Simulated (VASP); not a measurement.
# VO2 (relaxed from the CdI2 structure, space group P-3m1): computed properties

These are PBEsol GGA, VASP's PBE PAW potentials (set 64) (plane waves; VASP) values and carry that method's errors.

```json
{
 "space_group": "P-3m1 (164)",
 "cell": "a = b = 2.8509 Å, c = 4.8442 Å, α = β = 90.00°, γ = 120.00°",
 "volume_per_atom": "11.37 Å^3/atom",
 "band gap (over mesh and band path)": "none (metal, semimetal or under 0.01 eV)",
 "cell_moment": "1.00 μB",
 "density": "4.04 g/cm³"
}
```

```
CELL_PARAMETERS angstrom
      2.85087     0.00000     0.00000
     -1.42543     2.46892     0.00000
      0.00000     0.00000     4.84424
ATOMIC_POSITIONS crystal
  V  0.00000 0.00000 0.00000
  O  0.33333 0.66667 0.20587
  O  0.66667 0.33333 0.79413
```
Starting moments (μB, in the order of the record's atoms V O O): 1.0 0.0 0.0.

Without a dispersion term in the relaxation, distances and binding between the weakly bound layers, chains or molecules are unreliable, and so is what depends on them. The moments were started parallel, and other spin orders were not tried in this run.

The structure was generated: VO2 was put into the CdI2 type (P-3m1), which need not be its known phase. It was relaxed first, which changed the volume by +18 %. Symmetry was kept, so distortions that lower it aren't found.
